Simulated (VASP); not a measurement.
Consider the following.

```
CELL_PARAMETERS angstrom
      1.79893    -3.11584     0.00000
      1.79893     3.11584     0.00000
      0.00000     0.00000     4.64987
ATOMIC_POSITIONS crystal
  Pt 0.00000 0.00000 0.00000
  S  0.33333 0.66667 0.25749
  S  0.66667 0.33333 0.74251
```

These are PBE GGA with D3 dispersion (zero damping), VASP's PBE PAW potentials (set 64) (plane waves; VASP) values and carry that method's errors. Numerical set-up: 520 eV cut-off, Gaussian smearing of 0.050 eV, potentials Pt S.

Question: Give the energies of bands 3 to 14 at the high-symmetry points, in eV from the Fermi level.

Answer: 
```csv
band,Γ,M,K,A,L,H
3,-7.58,-7.69,-7.33,-7.02,-8.13,-6.96
4,-7.09,-6.27,-6.55,-7.02,-6.56,-6.96
5,-7.09,-5.68,-6.55,-5.53,-6.28,-6.50
6,-4.23,-4.27,-4.99,-4.30,-5.08,-4.71
7,-4.23,-4.09,-4.99,-4.30,-3.64,-4.71
8,-2.47,-4.05,-4.00,-3.25,-3.63,-4.61
9,-1.63,-3.61,-2.78,-2.16,-3.26,-3.80
10,-1.63,-3.53,-1.94,-2.16,-3.23,-2.57
11,0.02,-2.97,-1.94,-1.56,-1.54,-2.57
12,1.14,0.72,0.15,2.22,0.75,1.96
13,1.14,2.26,0.15,2.22,1.56,1.96
14,3.59,5.19,4.43,5.28,4.88,6.62
```

It has no gap at this level: it comes out as a metal or semimetal.

The compound is PtS2 in the 1T layered structure. It was relaxed first.
